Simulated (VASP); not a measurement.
Energy against volume of InP (zinc blende). All values below come from PBE GGA with D3 dispersion (Becke-Johnson damping), VASP's PBE PAW potentials (set 64) (plane waves; VASP).

```json
[
 {"V (Å³/atom)": "24.031", "E (eV/atom)": "-4.48397"},
 {"V (Å³/atom)": "24.798", "E (eV/atom)": "-4.50029"},
 {"V (Å³/atom)": "25.565", "E (eV/atom)": "-4.50547"},
 {"V (Å³/atom)": "26.332", "E (eV/atom)": "-4.50128"},
 {"V (Å³/atom)": "27.099", "E (eV/atom)": "-4.48916"}
]
```

### Question
Fit a third-order Birch-Murnaghan equation of state.

### Answer

| Item | Result |
|---|---|
| volume per atom | 25.58 Å³/atom |
| bulk modulus | 65.0 GPa |
| pressure derivative of the bulk modulus | 4.66 |
| lattice constant a | 5.893 Å |

Measured: bulk modulus 72.0 GPa at 0 K (computed value off by -9.7 %), as given by Daniel Mejia-Rodriguez et al., Physical Review B (2018), arXiv:1807.09216 [0 K value with the zero-point phonon effect removed]; a 5.858 Å at 0 K (computed value off by +0.6 %), as given by Daniel Mejia-Rodriguez et al., Physical Review B (2018), arXiv:1807.09216 [static lattice: zero-point anharmonic expansion removed].

The compound is InP in the zinc blende structure. It was relaxed first.
